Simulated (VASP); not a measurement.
Calculation: PBE GGA, VASP's PBE PAW potentials (set 64) (plane waves; VASP).

VASP ran on this input.

**KPOINTS**
```
Automatic mesh
0
Gamma
8 8 4
0 0 0
```

File POSCAR:
```
ZnS
6.2991470
  0.3051988881  -0.5286199737   0.0000000000
  0.3051988881   0.5286199737   0.0000000000
  0.0000000000   0.0000000000   1.0000000508
Zn S
2 2
Direct
  0.6666670000   0.3333330000   0.5001177716
  0.3333330000   0.6666670000   0.0001177716
  0.6666670000   0.3333330000   0.8748822284
  0.3333330000   0.6666670000   0.3748822284
```

**INCAR**
```
SYSTEM=ZnS
PREC=Accurate; ENCUT=400; LREAL=.FALSE.
LASPH=.TRUE.
EDIFF=1E-7; NELM=100; ALGO=Normal
LMAXMIX=4
ISMEAR=-5
GGA=PE
ISIF=2
LWAVE=.FALSE.; LCHARG=.TRUE.; LORBIT=11
NEDOS=601
LEFG=.TRUE.
```

POTCAR, in this order: Zn S (PBE.64 set). Program: vasp_std.

Task: What will the output report for the number of irreducible k-points (NKPTS), number of bands (NBANDS), largest plane-wave count, number of space-group operations, FFT grid (NGX, NGY, NGZ)?

Result: 
- number of irreducible k-points (NKPTS): 30
- number of bands (NBANDS): 22
- largest plane-wave count: 1496
- number of space-group operations: 12
- FFT grid (NGX, NGY, NGZ): 28 × 28 × 42

The compound is ZnS in the wurtzite structure, the high-temperature form. It was relaxed first.
